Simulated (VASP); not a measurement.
These are optB88-vdW, VASP's PBE PAW potentials (set 64) (plane waves; VASP) values and carry that method's errors.

VASP input:

### INCAR
```
SYSTEM = As
PREC = Accurate; ENCUT = 520; LREAL = .FALSE.
LASPH = .TRUE.
EDIFF = 1E-7; NELM = 100; ALGO = Normal
LMAXMIX = 4
ISMEAR = -5
GGA = BO; LUSE_VDW = .TRUE.; AGGAC = 0.0
PARAM1 = 0.1833333333; PARAM2 = 0.22
ISIF = 2
LWAVE = .FALSE.; LCHARG = .TRUE.; LORBIT = 11
NEDOS = 601
```

KPOINTS:
```
Regular mesh
0
gamma
 13 13 13
```

File POSCAR:
```
As
1
    3.7649129551    -1.9149231771     0.0049945453
    3.7649129551     1.9149231771     0.0049945453
    2.7867335224     0.0000000000     3.1742148092
As
2
Direct
  0.2269025727   0.2269025727   0.2269025727
  0.7730974273   0.7730974273   0.7730974273
```

POTCAR, in this order: As (PBE.64 set). Program: vasp_std.

Task: Estimate the energy per atom (σ→0), band gap (on the k-mesh).

Result: 
```yaml
energy per atom (σ→0): -3.093 eV/atom
band gap (on the k-mesh): none (metal, semimetal or under 0.01 eV)
```

OSZICAR:
```
...
DAV:   6    -0.618945083063E+01    0.13263E-01   -0.14542E-02  4507   0.866E-01    0.175E+00
DAV:   7    -0.618580966812E+01    0.36412E-02   -0.28571E-02  4477   0.125E+00    0.102E-01
DAV:   8    -0.618586470781E+01   -0.55040E-04   -0.84613E-04  4275   0.232E-01    0.414E-02
DAV:   9    -0.618590304485E+01   -0.38337E-04   -0.82054E-05  4697   0.818E-02    0.182E-02
DAV:  10    -0.618590462754E+01   -0.15827E-05   -0.46901E-06  4797   0.155E-02    0.588E-03
DAV:  11    -0.618590423054E+01    0.39701E-06   -0.10046E-06  4288   0.965E-03    0.142E-03
DAV:  12    -0.618590422927E+01    0.12659E-08   -0.72164E-08  2373   0.186E-03
   1 F= -.61859042E+01 E0= -.61859042E+01  d E =0.000000E+00
```

The compound is As in the a7 structure. It was relaxed first, which changed the volume by +6 %.
